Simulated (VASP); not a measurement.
Given:

```xyz
2
Lattice="1.8150 -3.1437 0.0000 1.8150 3.1437 0.0000 0.0000 0.0000 5.7800" Properties=species:S:1:pos:R:3 pbc="T T T"
Gd     1.8150     1.0479     1.4450
Gd     1.8150    -1.0479     4.3350
```

Level of theory: PBE GGA, VASP's PBE PAW potentials (set 64) (plane waves; VASP 6.6.1). Run with 400 eV cut-off, 10×10×6 Γ-centred mesh, tetrahedra with Blöchl corrections, potentials Gd_3.

The 4f electrons are frozen in the core of the lanthanide potential, so 4f levels, which can set the real gap, and their magnetism are missing.

Task: What does the run give for the energy per atom (σ→0), band gap (on the k-mesh) with the smallest direct gap where there is one?

Result: 
| Quantity | Result |
|---|---|
| band gap (on the k-mesh) | none (metal, semimetal or under 0.01 eV) |
| energy per atom (σ→0) | -4.580 eV/atom |

The compound is Gd in the hcp structure. The cell was not relaxed at this level. The run is one of a series of settings (ISMEAR = -5, SIGMA removed against the base run), some of them coarse on purpose.
